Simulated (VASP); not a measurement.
These are PBE GGA, VASP's PBE PAW potentials (set 64) (plane waves; VASP 6.6.1) values and carry that method's errors.

A VASP calculation is set up with these files.

**POSCAR**
```
Al35ZrN35
1
    4.6932676572    -8.1289780179     0.0000000000
    4.6932676572     8.1289780179     0.0000000000
    0.0000000000     0.0000000000    10.0192026156
Al N Zr
35 35 1
Direct
  0.2213358257   0.1137835434   0.2516665918
  0.1108182346   0.2231935652   0.9965279126
  0.2207241784   0.1092080826   0.7518408116
  0.1198155220   0.2363705943   0.5047146989
  0.2248621317   0.4463258705   0.2515169253
  0.1109118935   0.5547733843   0.9963231615
  0.2197031751   0.4431863521   0.7405621176
  0.1201984584   0.5504308438   0.5037601633
  0.2214020453   0.7748667386   0.2515694086
  0.1110436292   0.8889965726   0.0022049826
  0.2207321961   0.7783532632   0.7514195912
  0.1089738223   0.8880278364   0.5017505618
  0.5549902763   0.1109729169   0.2512117364
  0.4435398219   0.2208036767   0.9999799966
  0.5555048674   0.1111385149   0.7497988675
  0.4429578578   0.2179985795   0.5002434973
  0.5580304812   0.4416539828   0.2451593348
  0.4436970486   0.5552514909   0.9962991500
  0.5553126286   0.4441086578   0.7515573397
  0.5579919713   0.7833696602   0.2454039558
  0.4435778519   0.8895244771   0.9998225514
  0.5552223265   0.7778044037   0.7515110394
  0.4430016965   0.8920272206   0.5001648621
  0.8919408788   0.1139199143   0.2504063121
  0.7767778869   0.2218656741   0.0011068102
  0.8863837980   0.1091683983   0.7517497084
  0.7803998333   0.2236911179   0.4997161533
  0.8919041101   0.4450358307   0.2501379052
  0.7783779645   0.5556477968   0.0006391528
  0.8867372919   0.4441994001   0.7513559739
  0.7822078313   0.5545191548   0.4999004278
  0.8893778976   0.7781846871   0.2505387371
  0.7782648916   0.8894553795   0.0008555548
  0.8876479203   0.7772408531   0.7500939625
  0.7820107303   0.8944802749   0.5001010481
  0.2207365551   0.1088172931   0.4431863231
  0.1104233479   0.2225092854   0.1867686120
  0.2222656915   0.1100619889   0.9424283596
  0.1059335305   0.2142145006   0.6989276429
  0.1103489636   0.5553381208   0.1864754705
  0.2214463700   0.4442230962   0.9383726854
  0.1062929620   0.5585539280   0.6982000217
  0.2208164295   0.7791839581   0.4430998581
  0.1114670900   0.8893573720   0.1932741828
  0.2223393530   0.7792819343   0.9420952187
  0.1094458922   0.8882113708   0.6926554537
  0.5572100282   0.1121311751   0.4422668523
  0.4431337841   0.2198259153   0.1900963612
  0.5554258781   0.1111095268   0.9408803514
  0.4433905994   0.2214030192   0.6919775378
  0.5654134021   0.4339091050   0.4352155529
  0.4530262101   0.5600234771   0.1891541728
  0.5563460974   0.4429997187   0.9426791057
  0.4461113711   0.5563685866   0.7014567128
  0.5652554824   0.7982325934   0.4354540319
  0.4432283955   0.8903005090   0.1900067182
  0.5563532382   0.7800953880   0.9426181458
  0.4434839851   0.8888131373   0.6918515967
  0.8951474888   0.1168753839   0.4417990546
  0.7768816849   0.2219450816   0.1924164524
  0.8861635941   0.1102054142   0.9421821758
  0.7772064085   0.2220266148   0.6913488170
  0.8953620228   0.4452413036   0.4414969975
  0.7808488286   0.5563738143   0.1909911925
  0.8863569523   0.4428592000   0.9418543822
  0.7763817309   0.5549319697   0.6911873417
  0.8871930239   0.7770950880   0.4421557640
  0.7807944763   0.8914720116   0.1912116956
  0.8885237071   0.7777062500   0.9416489265
  0.7762989300   0.8882177968   0.6913494610
  0.4203875199   0.5434793618   0.4798667670
```

KPOINTS:
```
kpoints
0
G
 1 1 1
0 0 0
```

### INCAR
```
ALGO  =  Fast
EDIFF  =  1E-6
ENCUT  =  400
GGA  =  PE
ISMEAR  =  0
ISPIN  =  2
ISYM  =  0
LASPH  =  T
LCHARG  =  F
LHYPERFINE  =  T
LMAXMIX  =  4
LORBIT  =  11
LREAL  =  Auto
LWAVE  =  T
MAGMOM  =  71*0.0141
NELECT  =  293.0
NELM  =  100
NELMIN  =  4
NUPDOWN  =  1
PREC  =  Normal
SIGMA  =  0.05
SYSTEM  =  Al35ZrN35
```

POTCAR, in this order: Al N Zr_sv (PBE.64 set). Program: vasp_gam. Read from the step before: WAVECAR.

The resulting files:

File OSZICAR:
```
       N       E                     dE             d eps       ncg     rms          rms(c)
DAV:   1    -0.514598704776E+03   -0.51460E+03   -0.14934E-05   920   0.934E-03    0.363E-03
RMM:   2    -0.514598704299E+03    0.47779E-06   -0.23510E-06   560   0.346E-03    0.199E-03
RMM:   3    -0.514598704307E+03   -0.79835E-08   -0.17596E-06   583   0.226E-03    0.999E-04
RMM:   4    -0.514598704311E+03   -0.41382E-08   -0.22257E-07   467   0.998E-04
   1 F= -.51459870E+03 E0= -.51459870E+03  d E =-.714597E-14  mag=     1.0000
```

File OUTCAR:
```
------------------------ aborting loop because EDIFF is reached ----------------------------------------
  FORCE on cell =-STRESS in cart. coord.  units (eV):
  Direction    XX          YY          ZZ          XY          YZ          ZX
  --------------------------------------------------------------------------------------
  Total        6.9001083      9.0296373     -2.5422348      1.6460141      1.2977275     -2.4678781
  in kB       14.4607914     18.9237177     -5.3278478      3.4496076      2.7196916     -5.1720160
  external PRESSURE =       9.3522204 kB  Pullay stress =       0.0000000 kB
  volume of cell :      764.49
      direct lattice vectors                 reciprocal lattice vectors
     4.693267657 -8.128978018  0.000000000     0.106535582 -0.061508347  0.000000000
     4.693267657  8.128978018  0.000000000     0.106535582  0.061508347  0.000000000
     0.000000000  0.000000000 10.019202616     0.000000000  0.000000000  0.099808342
 POSITION                                       TOTAL-FORCE (eV/Angst)
 -----------------------------------------------------------------------------------
      1.57280     -0.87429      2.52150         0.010061     -0.006013     -0.005225
      1.56761      0.91350      9.98442        -0.010328      0.008278      0.000490
      1.54846     -0.90651      7.53285        -0.003352      0.013442     -0.004404
      1.67168      0.94747      5.05684         0.014148     -0.009602     -0.017744
      3.15006      1.80027      2.52000        -0.004778     -0.007375     -0.003471
      3.12424      3.60814      9.98236        -0.015961      0.001270      0.001809
      3.11112      1.81669      7.41984         0.017682     -0.008531     -0.001398
      3.14744      3.49735      5.04728         0.007122     -0.006866      0.007994
      4.67576      4.49910      2.52052         0.009674     -0.007514     -0.003783
      4.69346      6.32396      0.02209        -0.001126     -0.000130     -0.001275
      4.68898      4.53289      7.52863        -0.011051     -0.007694      0.007463
      4.67920      6.33291      5.02714        -0.000064      0.001138     -0.010014
      3.12554     -3.60941      2.51694         0.013323     -0.001154      0.000325
      3.11794     -1.81062     10.01900        -0.011286     -0.011060     -0.005900
      3.12874     -3.61224      7.51239        -0.011566      0.008186      0.008930
      3.10205     -1.82869      5.01204         0.001402     -0.009271      0.003375
      4.69179     -0.94602      2.45630        -0.000354     -0.008430      0.012666
      4.68833      0.90682      9.98212        -0.004906      0.005134      0.001423
      4.69055     -0.90397      7.53001        -0.006876      0.006617     -0.000989
      6.29537      1.83209      2.45875         0.001734     -0.001618      0.006637
      6.25661      3.62509     10.01742         0.003758      0.018266      0.004031
      6.25625      1.80936      7.52954        -0.004637      0.011583      0.000296
      6.26565      3.65012      5.01125         0.001995     -0.005283      0.008772
      4.72077     -6.32452      2.50887         0.011092     -0.003325     -0.013926
      4.68690     -4.51087      0.01109        -0.004586     -0.002043      0.012400
      4.67239     -6.31797      7.53193         0.011391      0.000614     -0.005457
      4.71247     -4.52547      5.00676        -0.002102      0.002584      0.001209
      6.27462     -3.63258      2.50618         0.010444     -0.007430     -0.006878
      6.26094     -1.81057      0.00640        -0.004912     -0.011224     -0.008349
      6.24644     -3.59738      7.52799        -0.004679     -0.009398      0.002255
      6.27362     -1.85088      5.00860         0.001862      0.006130      0.009188
      7.82632     -0.90389      2.51020         0.015119     -0.005652      0.008105
      7.82706      0.90387      0.00857         0.012179      0.014695     -0.012115
      7.81377     -0.89750      7.51534        -0.015300      0.010344      0.002194
      7.86822      0.91426      5.01061        -0.002182     -0.008395      0.003518
      1.54668     -0.90979      4.44037        -0.003148      0.002039      0.000039
      1.56254      0.91114      1.87127        -0.006271     -0.004612      0.008612
      1.55970     -0.91210      9.44238        -0.019834     -0.000163     -0.003325
      1.50254      0.88021      7.00270        -0.003000      0.004116     -0.015597
      3.12425      3.61731      1.86834        -0.001639      0.001317      0.008898
      3.12416      1.81095      9.40175        -0.000987     -0.001435      0.002263
      3.12030      3.67642      6.99541        -0.006607      0.004361     -0.002110
      4.69327      4.53896      4.43951        -0.003912      0.002338     -0.004419
      4.69714      6.32345      1.93645         0.002032     -0.003272     -0.008662
      4.70088      4.52737      9.43904        -0.016217      0.014597      0.001869
      4.68227      6.33057      6.93986        -0.013599      0.002516     -0.003650
      3.14140     -3.61804      4.43116         0.002663     -0.000594      0.000632
      3.11145     -1.81526      1.90461         0.012955     -0.007102     -0.001123
      3.12823     -3.61184      9.42687         0.004771      0.004229      0.001964
      3.12005     -1.80453      6.93306        -0.010353     -0.000256      0.005400
      4.69009     -1.06900      4.36051         0.008551      0.002693      0.010875
      4.75451      0.86978      1.89517         0.010664     -0.005548      0.010090
      4.69020     -0.92139      9.44489        -0.002485     -0.003874     -0.004169
      4.70491      0.89628      7.02804         0.001998      0.000073     -0.012223
      6.39921      1.89387      4.36290         0.008379     -0.001433      0.002313
      6.25861      3.63424      1.90372         0.009771     -0.002929      0.003159
      6.27231      1.81880      9.44428         0.001216      0.007552     -0.000565
      6.25283      3.62007      6.93180        -0.004529      0.013484      0.013127
      4.74969     -6.32656      4.42647         0.005327     -0.003814     -0.011925
      4.68776     -4.51107      1.92786         0.012201     -0.007921      0.000935
      4.67623     -6.30775      9.43991         0.002408      0.005403     -0.001633
      4.68967     -4.51304      6.92676        -0.010462      0.008029     -0.007469
      6.29181     -3.65902      4.42345        -0.000168      0.004310     -0.004110
      6.27594     -1.82475      1.91358         0.008154     -0.004167      0.003091
      6.23837     -3.60518      9.43663        -0.006393      0.003665      0.002175
      6.24821     -1.80016      6.92515        -0.002052     -0.007584      0.004801
      7.81095     -0.89498      4.43005        -0.006710      0.002231     -0.003160
      7.84839      0.89970      1.91579         0.009915     -0.007089     -0.001819
      7.82006     -0.90083      9.43457         0.003276     -0.003571      0.004266
      7.81202      0.90979      6.92677         0.003193      0.003923     -0.001040
      4.52369      1.00061      4.80788        -0.012044      0.008216      0.000340
 -----------------------------------------------------------------------------------
    total drift:                               -0.017006      0.003243      0.048093
  FREE ENERGIE OF THE ION-ELECTRON SYSTEM (eV)
  ---------------------------------------------------
  free  energy   TOTEN  =      -514.5987043107 eV

  energy  without entropy=     -514.5987043107  energy(sigma->0) =     -514.59870431

 total charge

# of ion       s       p       d       tot
------------------------------------------
    1        0.359   0.427   0.000   0.787
    2        0.362   0.435   0.000   0.798
    3        0.364   0.443   0.000   0.807
    4        0.379   0.400   0.000   0.779
    5        0.382   0.417   0.000   0.799
    6        0.362   0.436   0.000   0.798
    7        0.349   0.428   0.000   0.777
    8        0.378   0.399   0.000   0.778
    9        0.360   0.428   0.000   0.787
   10        0.362   0.435   0.000   0.798
   11        0.364   0.443   0.000   0.807
   12        0.367   0.440   0.000   0.807
   13        0.363   0.436   0.000   0.799
...
```
(Selected blocks of OUTCAR.)

At this cut-off the stress carries a Pulay error, which pulls relaxed volumes low. The cell is charged, with a uniform compensating background.  The supercell is sampled at Γ alone, which is coarse: total energies, pressure and levels can be off, energies of defects by several tenths of an eV.

The cell is a supercell with a defect, built from AlN (wurtzite): Zr_Al-vac_N, charge -1.
